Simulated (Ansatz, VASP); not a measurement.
## Mo (Mo(100)) in two plane-wave programs

One calculation is typed for both programs; each brings its own data sets. How far apart do they land? The cell is taken from a series of runs on this material, whose earlier steps may have relaxed, scaled, displaced or heated it; both programs get it as it stands.

Main program and level: Ansatz 0.2.0; plane waves, with VASP 6.6.1 beside it; single point at PBE.

### 1. Starting point

The cell holds 8 atoms: 8 Mo. Cell: a = 3.150 Å, b = 3.150 Å, c = 29.025 Å, α = 90.0°, β = 90.0°, γ = 90.0°. Vacuum lies along c.

Structure file:

```xyz
8
Lattice="3.1500 0.0000 0.0000 0.0000 3.1500 0.0000 0.0000 0.0000 29.0250" Properties=species:S:1:pos:R:3
Mo    1.5750    1.5750    9.0000
Mo    0.0000    0.0000   10.5750
Mo    1.5750    1.5750   12.1500
Mo    0.0000    0.0000   13.7250
Mo    1.5750    1.5750   15.3000
Mo    0.0000    0.0000   16.8750
Mo    1.5750    1.5750   18.4500
Mo    0.0000    0.0000   20.0250
```

### 2. VASP: single point, PBE, pair 1

A single point gives forces, pressure and levels at one fixed geometry, so differences don't come from the geometry; what else differs is listed under the comparison.

Lines of VASP's logs that name or quote its potential files are left out, and so is its time.

INCAR

```
SYSTEM = Mo
PREC = Accurate
ENCUT = 400
EDIFF = 1E-06
NELM = 120
ISMEAR = -1
SIGMA = 0.1
LREAL = .FALSE.
ALGO = Normal
GGA = PE
NBANDS = 69
LASPH = .TRUE.
LORBIT = 11
LWAVE = .FALSE.
LCHARG = .FALSE.
ISIF = 2
LDIPOL = .TRUE.
IDIPOL = 3
DIPOL = 0.5 0.5 0.5
LVHAR = .TRUE.
GGA_COMPAT = .FALSE.
NELMDL = -8
KPAR = 4
```

POSCAR

```
Mo
1.0
    3.1500000000      0.0000000000      0.0000000000
    0.0000000000      3.1500000000      0.0000000000
    0.0000000000      0.0000000000     29.0250000000
Mo
8
Direct
    0.5000000000      0.5000000000      0.3100775194
    0.0000000000      0.0000000000      0.3643410853
    0.5000000000      0.5000000000      0.4186046512
    0.0000000000      0.0000000000      0.4728682171
    0.5000000000      0.5000000000      0.5271317829
    0.0000000000      0.0000000000      0.5813953488
    0.5000000000      0.5000000000      0.6356589147
    0.0000000000      0.0000000000      0.6899224806
```

KPOINTS

```
Automatic mesh
0
Gamma
13 13 1
0 0 0
```

Potentials, in the order of the species: Mo_sv (PBE family, release 64).

On the command line:

```
$ mpirun -np 4 vasp_std
```

Numbers of over 12 decimals in the logs are rounded to 6 here.

Output:

```text
[banner, memory and clock lines left out]
running    4 mpi-ranks, on    1 nodes
 distrk:  each k-point on    1 cores,    4 groups
 distr:  one band on    1 cores,    1 groups

 POSCAR found type information on POSCAR Mo
 POSCAR found :  1 types and       8 ions
 LDA part: xc-table for (Slater+PW92), standard interpolation
 POSCAR, INCAR and KPOINTS ok, starting setup
 FFT: planning ... GRIDC
 FFT: planning ... GRID_SOFT
 FFT: planning ... GRID
 WAVECAR not read
 entering main loop
       N       E                     dE             d eps       ncg     rms          rms(c)
DAV:   1     0.109570271487E+04    0.10957E+04   -0.65762E+04  4976   0.126E+03
DAV:   2    -0.490210436058E+02   -0.11447E+04   -0.11097E+04  4339   0.433E+02
DAV:   3    -0.895982120262E+02   -0.40577E+02   -0.38812E+02  5216   0.700E+01
DAV:   4    -0.909474928977E+02   -0.13493E+01   -0.13152E+01  5064   0.987E+00
DAV:   5    -0.910002372308E+02   -0.52744E-01   -0.52258E-01  5155   0.160E+00
DAV:   6    -0.910020984565E+02   -0.18612E-02   -0.18506E-02  5128   0.264E-01
DAV:   7    -0.910022184891E+02   -0.12003E-03   -0.11967E-03  4491   0.506E-02
DAV:   8    -0.910022270886E+02   -0.85995E-05   -0.85813E-05  4376   0.111E-02    0.377E+01
DAV:   9    -0.116247110385E+03   -0.25245E+02   -0.12767E+02  5231   0.426E+01    0.360E+01
DAV:  10    -0.108104665894E+03    0.81424E+01   -0.33812E+02  5420   0.490E+01    0.325E+01
DAV:  11    -0.933030090675E+02    0.14802E+02   -0.19380E+02  5201   0.379E+01    0.213E+01
DAV:  12    -0.835822024482E+02    0.97208E+01   -0.51441E+01  5102   0.223E+01    0.833E+00
DAV:  13    -0.837488421226E+02   -0.16664E+00   -0.45815E+00  5344   0.600E+00    0.752E+00
DAV:  14    -0.836563488619E+02    0.92493E-01   -0.24713E-01  4993   0.222E+00    0.641E+00
[...]
DAV:  26    -0.833327566556E+02   -0.31075E-04   -0.15558E-05  3864   0.179E-02    0.908E-03
DAV:  27    -0.833327797410E+02   -0.23085E-04   -0.51540E-06  3443   0.762E-03    0.319E-03
DAV:  28    -0.833327850079E+02   -0.52670E-05   -0.80633E-07  2840   0.195E-03    0.206E-03
DAV:  29    -0.833327897130E+02   -0.47050E-05   -0.70952E-07  2803   0.275E-03    0.101E-03
DAV:  30    -0.833327947380E+02   -0.50250E-05   -0.19025E-07  2608   0.119E-03    0.739E-04
DAV:  31    -0.833327973177E+02   -0.25797E-05   -0.62014E-08  2462   0.102E-03    0.476E-04
DAV:  32    -0.833327991149E+02   -0.17973E-05   -0.81771E-08  2539   0.595E-04    0.463E-04
DAV:  33    -0.833327995134E+02   -0.39846E-06   -0.19634E-08  2369   0.387E-04
   1 F= -.83332800E+02 E0= -.83202127E+02  d E =-.261344E+00
```

From OUTCAR (step 2):

```text
ion  position               nearest neighbor table
   1  0.500  0.500  0.310-   2 2.73   2 2.73   2 2.73   2 2.73   3 3.15
   2  0.000  0.000  0.364-   1 2.73   3 2.73   1 2.73   3 2.73   1 2.73   3 2.73   1 2.73   3 2.73
                             4 3.15
   3  0.500  0.500  0.419-   2 2.73   4 2.73   2 2.73   4 2.73   2 2.73   4 2.73   2 2.73   4 2.73
                             5 3.15   1 3.15
   4  0.000  0.000  0.473-   5 2.73   5 2.73   5 2.73   5 2.73   3 2.73   3 2.73   3 2.73   3 2.73
                             6 3.15   2 3.15
   5  0.500  0.500  0.527-   4 2.73   4 2.73   4 2.73   4 2.73   6 2.73   6 2.73   6 2.73   6 2.73
                             3 3.15   7 3.15
   6  0.000  0.000  0.581-   5 2.73   7 2.73   5 2.73   7 2.73   5 2.73   7 2.73   5 2.73   7 2.73
                             4 3.15   8 3.15
   7  0.500  0.500  0.636-   6 2.73   8 2.73   6 2.73   8 2.73   6 2.73   8 2.73   6 2.73   8 2.73
                             5 3.15
   8  0.000  0.000  0.690-   7 2.73   7 2.73   7 2.73   7 2.73   6 3.15

  LATTYP: Found a simple tetragonal cell.
 ALAT       =     3.1500000000
 C/A-ratio  =     9.2142857143

 Subroutine GETGRP returns: Found 16 space group operations
 (whereof  8 operations were pure point group operations)

The static configuration has the point symmetry C_4v.
 The point group associated with its full space group is D_4h.

 Found     28 irreducible k-points:

   k-points           NKPTS =     28   k-points in BZ     NKDIM =     28   number of bands    NBANDS=     69

   dimension x,y,z NGX =    24 NGY =   24 NGZ =  192
   dimension x,y,z NGXF=    48 NGYF=   48 NGZF=  384

   ENCUT  =  400.0 eV  29.40 Ry    5.42 a.u.   5.14  5.14 47.33*2*pi/ulx,y,z

   NELECT =     112.0000    total number of electrons

 k-points in reciprocal lattice and weights: Automatic mesh
   0.00000000  0.00000000  0.00000000       0.006
   0.07692308  0.00000000  0.00000000       0.024
   0.15384615  0.00000000  0.00000000       0.024
   0.23076923  0.00000000  0.00000000       0.024
   0.30769231  0.00000000  0.00000000       0.024
   0.38461538  0.00000000  0.00000000       0.024
   0.46153846  0.00000000  0.00000000       0.024
   0.07692308  0.07692308  0.00000000       0.024
   0.15384615  0.07692308  0.00000000       0.047
[...]
0.46153846  0.38461538  0.00000000       0.047
   0.46153846  0.46153846  0.00000000       0.024

 dipolmoment           0.000000      0.000000      0.000000 electrons x Angstroem

 average (electrostatic) potential at core
       1 -78.2114       2 -78.3940       3 -78.4856       4 -78.4383       5 -78.4383
       6 -78.4856       7 -78.3940       8 -78.2114

 E-fermi :   3.2774

 k-point     1 :       0.0000    0.0000    0.0000
  band No.  band energies     occupation
    ...
     55       2.7965      1.98382
     56       2.7965      1.98382
     57       3.2000      1.36836
     58       3.2132      1.31000
     59       3.2374      1.19696
     60       3.5020      0.19125
     61       3.5020      0.19125
     62       3.8977      0.00404
     63       4.0485      0.00089
     64       4.5056      0.00001
    ...

 k-point     2 :       0.0769    0.0000    0.0000
  band No.  band energies     occupation
    ...
     55       2.7427      1.99052
     56       3.0380      1.83267
     57       3.0726      1.77142
     58       3.2612      1.08039
     59       3.3463      0.66836
     60       3.5072      0.18250
     61       3.6929      0.03087
     62       4.0395      0.00098
     63       4.1629      0.00029
     64       4.3879      0.00003
    ...

 k-point     3 :       0.1538    0.0000    0.0000
  band No.  band energies     occupation
    ...
     53       2.5708      1.99829
     54       2.6072      1.99754
     55       2.6198      1.99721
     56       3.2407      1.18142
     57       3.3679      0.57573
     58       3.3912      0.48537
     59       3.4628      0.27074
     60       3.6649      0.04063
     61       3.9807      0.00176
     62       4.2546      0.00011
    ...

  Total       -5.9981325     -5.9981325     -4.2076243      0.0000000      0.0000000      0.0000000
  in kB      -33.3682398    -33.3682398    -23.4074550      0.0000000      0.0000000      0.0000000
  external PRESSURE =     -30.0479782 kB  Pullay stress =       0.0000000 kB

  energy-cutoff  :      400.00
  volume of cell :      288.00
      direct lattice vectors                 reciprocal lattice vectors
     3.150000000  0.000000000  0.000000000     0.317460317  0.000000000  0.000000000
     0.000000000  3.150000000  0.000000000     0.000000000  0.317460317  0.000000000
     0.000000000  0.000000000 29.025000000     0.000000000  0.000000000  0.034453058

 POSITION                                       TOTAL-FORCE (eV/Angst)
 -----------------------------------------------------------------------------------
      1.57500      1.57500      9.00000         0.000000     -0.000000      1.363843
      0.00000      0.00000     10.57500         0.000000     -0.000000     -1.435732
      1.57500      1.57500     12.15000         0.000000     -0.000000     -0.016755
      0.00000      0.00000     13.72500         0.000000     -0.000000     -0.169701
      1.57500      1.57500     15.30000         0.000000      0.000000      0.169701
      0.00000      0.00000     16.87500         0.000000     -0.000000      0.016755
      1.57500      1.57500     18.45000         0.000000      0.000000      1.435732
      0.00000      0.00000     20.02500         0.000000      0.000000     -1.363843
 -----------------------------------------------------------------------------------
    total drift:                                0.000000     -0.000000      0.000000

  FREE ENERGIE OF THE ION-ELECTRON SYSTEM (eV)
  ---------------------------------------------------
  free  energy   TOTEN  =       -83.3327995134 eV

  energy  without entropy=      -83.0714552169  energy(sigma->0) =      -83.20212737

 vacuum level on the upper side and lower side of the slab         7.208         7.208

 total charge
# of ion       s       p       d       tot
------------------------------------------
    1        2.340   6.070   3.907  12.317
    2        2.384   6.195   3.899  12.478
    3        2.380   6.204   3.911  12.495
    4        2.381   6.209   3.910  12.500
    5        2.381   6.209   3.910  12.500
    6        2.380   6.204   3.911  12.495
    7        2.384   6.195   3.899  12.478
    8        2.340   6.070   3.907  12.317
--------------------------------------------------
tot         18.969  49.357  31.255  99.581

[... 3 further parts left out ...]
```

### 3. Ansatz: single point, PBE, pair 1

Ansatz runs on its default PAW (the set named soft_2) files.

The same cell, functional, mesh and smearing now go to Ansatz, which takes its cutoff from its data sets.

input.yaml

```yaml
crystal:
  lattice:
    - [3.15, 0.0, 0.0]
    - [0.0, 3.15, 0.0]
    - [0.0, 0.0, 29.025]
  atoms:
    - { symbol: Mo, position: [0.5, 0.5, 0.3100775194] }
    - { symbol: Mo, position: [0.0, 0.0, 0.3643410853] }
    - { symbol: Mo, position: [0.5, 0.5, 0.4186046512] }
    - { symbol: Mo, position: [0.0, 0.0, 0.4728682171] }
    - { symbol: Mo, position: [0.5, 0.5, 0.5271317829] }
    - { symbol: Mo, position: [0.0, 0.0, 0.5813953488] }
    - { symbol: Mo, position: [0.5, 0.5, 0.6356589147] }
    - { symbol: Mo, position: [0.0, 0.0, 0.6899224806] }
kpoints:
  mp_grid: { grid: [13, 13, 1] }
hamiltonian:
  xc: pbe
scf:
  occupations: { method: fermi_dirac, width: 0.1 }
  convergence: { dr2_threshold: 1.0e-09 }
efield:
  axis: 3
  dipole_correction: true
  ramp_position: 0.97
  ramp_width: 0.06
output:
  write_potential: true
  write_density: true
  volumetric_format: npy
```

On the command line:

```
$ ansatz run input.yaml --threads 2 --pin off --max-ram 3072MiB --backend cpu --events-out ev --progress --plain --runs-dir out
```

Output:

```text
Engine: ansatz 0.2.0, aarch64-unknown-linux-gnu
Pseudopotentials: kind: paw
Pseudopotential: Mo, paw, valence charge 14, recommended cutoff 420 eV (normal), Mo.paw.azcp
Functional definition: PBE
  parameter kappa = 0.804
  parameter beta = 0.066725
  exchange = pbe_x(kappa = kappa, mu = beta*pi^2/3)
  correlation = pbe_c(beta = beta)
Crystal: 8 atoms, lattice volume = 288.001 Å³
Basis set: ecut = 420 eV, 5673 PW (Γ)
Bands: 68, of which v1, the nominal top of the filled ones, is band 56 counted from 1 (55 counted from 0)
Symmetry: 8 space group operations
k-points: 28 of 169
Non-local potential: Mo, projectors of the file, l = 0: 3, l = 1: 2, l = 2: 2, l = 3: 1
PAW form: soft (Blöchl's): semilocal exchange-correlation on the pseudo side does not see the compensation charge
PAW one-centre angular grid: Mo, 590 points (default); XC on 64 Gauss nodes
Initial density: superposition of atomic densities (neutral atoms: chi_scale 0, normalization atom), corrected by the library's trained network
Initial wavefunctions: pseudopotential atomic-orbital guess
Functional: x = pbe(κ = 0.804, μ = 0.219515), c = pbe(β = 0.066725)
SCF iter   1: F=—  HF=-39644.032018 eV  |F-HF|=—  |Δ(HF+E_count)|=         —  Δρ=7.55e-3  dr2=1.19e0  ethr=1.77e-3  p=0.000 e·Å  D=7.57e-14 V/Å  ΔV_dip=-0.00 eV  dr2_dipole=7.24e-8  V_vac-E_F(+/−)=4.02/4.02 eV  ⟨swp⟩=8.2  Hψ=8860  notcnv=0
efield: sawtooth ramp at fractional position 0.9700 (set: `efield.ramp_position`, or a place that a band, a saddle search or an elastic batch's reference lends), width 0.0600; the density the first Hamiltonian is built on has a dipole p = 0.000 e·Å; the dipole correction subtracts the counter field D = 7.57e-14 V/Å, which shifts the + side's vacuum level by -0.00 eV against the − side's; the planar-averaged density in the ramp window peaks in size at 1.0e-5 e/Å³
preconditioner: auto → LDOS  [metal: Δε(μ)=0.036 eV  Ē_g=3.832 eV  σ=0.100 eV  W_gap=0.09  n_scr=64 (ndim 8)  ℏωp=15.2 eV  f_vac=0.498  D(μ)=7.50/eV (n_scr^D=48)  β→1.0]
SCF iter   2: F=—  HF=-39643.993762 eV  |F-HF|=—  |Δ(HF+E_count)|=   3.83e-2  Δρ=2.69e-3  dr2=4.22e-2  ethr=1.07e-3  p=-0.000 e·Å  D=-5.37e-6 V/Å  ΔV_dip=0.00 eV  dr2_dipole=2.06e-7  V_vac-E_F(+/−)=3.93/3.93 eV  ⟨swp⟩=2.0  Hψ=2394  notcnv=0
SCF iter   3: F=—  HF=-39643.993433 eV  |F-HF|=—  |Δ(HF+E_count)|=   3.29e-4  Δρ=9.46e-4  dr2=7.33e-3  ethr=3.77e-5  p=-0.000 e·Å  D=-9.91e-7 V/Å  ΔV_dip=0.00 eV  dr2_dipole=1.08e-10  V_vac-E_F(+/−)=3.94/3.94 eV  ⟨swp⟩=2.1  Hψ=2567  notcnv=0
SCF iter   4: F=—  HF=-39643.992989 eV  |F-HF|=—  |Δ(HF+E_count)|=   4.44e-4  Δρ=2.54e-4  dr2=5.59e-4  ethr=6.55e-6  p=-0.000 e·Å  D=-1.12e-6 V/Å  ΔV_dip=0.00 eV  dr2_dipole=2.36e-10  V_vac-E_F(+/−)=3.93/3.93 eV  ⟨swp⟩=2.3  Hψ=2565  notcnv=0
SCF iter   5: F=—  HF=-39643.993015 eV  |F-HF|=—  |Δ(HF+E_count)|=   2.66e-5  Δρ=9.63e-5  dr2=4.49e-5  ethr=4.99e-7  p=-0.000 e·Å  D=-6.32e-7 V/Å  ΔV_dip=0.00 eV  dr2_dipole=2.65e-11  V_vac-E_F(+/−)=3.93/3.93 eV  ⟨swp⟩=2.5  Hψ=2678  notcnv=0
SCF iter   6: F=—  HF=-39643.993034 eV  |F-HF|=—  |Δ(HF+E_count)|=   1.81e-5  Δρ=3.79e-5  dr2=8.51e-6  ethr=4.01e-8  p=-0.000 e·Å  D=-3.70e-7 V/Å  ΔV_dip=0.00 eV  dr2_dipole=4.44e-11  V_vac-E_F(+/−)=3.93/3.93 eV  ⟨swp⟩=2.6  Hψ=2753  notcnv=0
SCF iter   7: F=—  HF=-39643.992894 eV  |F-HF|=—  |Δ(HF+E_count)|=   1.39e-4  Δρ=1.12e-5  dr2=8.01e-7  ethr=7.60e-9  p=-0.000 e·Å  D=-2.11e-7 V/Å  ΔV_dip=0.00 eV  dr2_dipole=8.32e-12  V_vac-E_F(+/−)=3.93/3.93 eV  ⟨swp⟩=2.8  Hψ=2782  notcnv=0
SCF iter   8: F=—  HF=-39643.992895 eV  |F-HF|=—  |Δ(HF+E_count)|=   1.38e-7  Δρ=2.86e-6  dr2=7.41e-8  ethr=7.15e-10  p=-0.000 e·Å  D=-1.19e-7 V/Å  ΔV_dip=0.00 eV  dr2_dipole=4.69e-13  V_vac-E_F(+/−)=3.93/3.93 eV  ⟨swp⟩=2.7  Hψ=2872  notcnv=0
SCF iter   9: F=—  HF=-39643.992895 eV  |F-HF|=—  |Δ(HF+E_count)|=   5.43e-8  Δρ=1.40e-6  dr2=1.37e-8  ethr=6.62e-11  p=-0.000 e·Å  D=-4.07e-8 V/Å  ΔV_dip=0.00 eV  dr2_dipole=7.24e-13  V_vac-E_F(+/−)=3.93/3.93 eV  ⟨swp⟩=3.0  Hψ=3791  notcnv=0
SCF iter  10: F=—  HF=-39643.992895 eV  |F-HF|=—  |Δ(HF+E_count)|=   2.90e-9  Δρ=4.97e-7  dr2=2.45e-9  ethr=1.23e-11  p=-0.000 e·Å  D=-1.31e-8 V/Å  ΔV_dip=0.00 eV  dr2_dipole=2.72e-14  V_vac-E_F(+/−)=3.93/3.93 eV  ⟨swp⟩=3.0  Hψ=4102  notcnv=0
SCF iter  11: F=-39643.992895 eV  HF=-39643.992895 eV  |F-HF|=5.09e-10  |Δ(HF+E_count)|=  6.55e-10  Δρ=1.55e-7  dr2=1.10e-10  ethr=1.00e-12  p=0.000 e·Å  D=3.18e-9 V/Å  ΔV_dip=-0.00 eV  dr2_dipole=4.12e-15  V_vac-E_F(+/−)=3.93/3.93 eV  ⟨swp⟩=5.5  Hψ=4503  notcnv=0
SCF 1 converged in 11 iterations: F = -39643.992895 eV  dr2 = 1.10e-10
  greatest PAW one-centre occupation: 0.998 electrons in one spin orbital (limit 2), on the Mo atom at site 0 (counted from 0), in its partial waves of l = 0
WARN: The output density's exchange-correlation potential varies sharply where the density is thin. Do not read a vacuum level from v_tot or v_xc, or from such a field of the output density. On a cell that repeats whose density bears no net charge and no dipole along the vacuum's axis use v_es (v_loc + v_h of the components); under efield.dipole_correction with no amplitude use v_es + v_field, which holds any externa [...]
SCF converged after 11 iterations
Free energy (F): -39643.992895 eV
Harris-Foulkes:  -39643.992895 eV  (|F-HF|=5.09e-10)
Internal energy: -39643.731426 eV  (E = F + TS)
E sigma→0 (E₀):  -39643.862160 eV
Entropy (-TS):   -0.261469 eV (-32.684 meV/atom)
Fermi energy:    6.974947 eV
Dipole field:    D = -0.000000 V/Å  (p = -0.000000 e·Å, saw-weighted, corrected)
Work function:   Φ+ = 3.9313 eV   Φ− = 3.9313 eV
Levels:          The Fermi level and band energies are counted from a zero that moves with the ramp; work functions are not
--- Per-component energies (eV) ---
  E_band       = -1996.332605
  E_kinetic    = 3517.831828
  E_local      = -184234.443955  (includes V_loc(G=0)·N_el)
  E_nonlocal   = 1145.636249
  E_hartree    = 90275.161531
  E_xc         = -1461.593804
  E_vxc        = -1823.443097  (∫ρ·V_xc dr)
  E_paw        = -25610.568909  (= ΣΔE_a)
  E_vpaw       = -1152.241018  (= ΣTr[D̂ρ^β])
  E_aug_tail   = 0.000340  (compensation charges beyond the density's cutoff)
  E_efield     = 0.000000  (sawtooth field / dipole correction)
  E_vefield    = 0.000000  (∫n·V_field dr)
  E_ewald      = 76724.245294
  E_smearing   = -0.261469  (= −TS)
  E_closure    = -0.000000  (closes the sum)
  Σ components = -39643.992895   (vs F -39643.992895, Δ=0.00e0)
--- Band table (eV; the first three rows and the last of 28) ---
  k-point 0: bands = [... 52 lower, 6.2547, 6.4688, 6.4947, 6.4947, 6.8988, 6.9119, 6.9360, 7.2000, ... 8 higher]
  k-point 1: bands = [... 52 lower, 6.3065, 6.3995, 6.4410, 6.7372, 6.7711, 6.9593, 7.0445, 7.2055, ... 8 higher]
  k-point 2: bands = [... 52 lower, 6.2690, 6.3057, 6.3181, 6.9389, 7.0654, 7.0894, 7.1604, 7.3629, ... 8 higher]
  k-point 27: bands = [... 52 lower, 7.2138, 7.2605, 8.4934, 8.5010, 8.7573, 8.8088, 8.8118, 8.8534, ... 8 higher]
```

### 4. Differences

Known differences besides the potentials themselves: the cutoff is 420 eV in Ansatz and 400 eV in VASP. Total energies have different zeros and are not compared.

Compared:

| quantity | Ansatz | VASP | difference |
| --- | --- | --- | --- |
| work function, lower of the two faces (eV) | 3.93 | 3.93 | 0.00 |
| work function, higher of the two faces (eV) | 3.93 | 3.93 | 0.00 |

With vacuum in the cell, a pressure given here is an average over mostly empty space and none of the material.

(Part 1 of 2 ends here.)

[Lines on the potential files, build, host, timing and source positions are cut from VASP's logs without a mark.]

[Logs are printed without paths, hosts, clocks, repeated set-up lines and the standing remarks that a program may print on its own settings, such as how far it seeks lower states.]

[Hosts, paths, dates, database ids (printed as entryN), source tags and the programs' standing remarks are cut or masked in the printed files.]
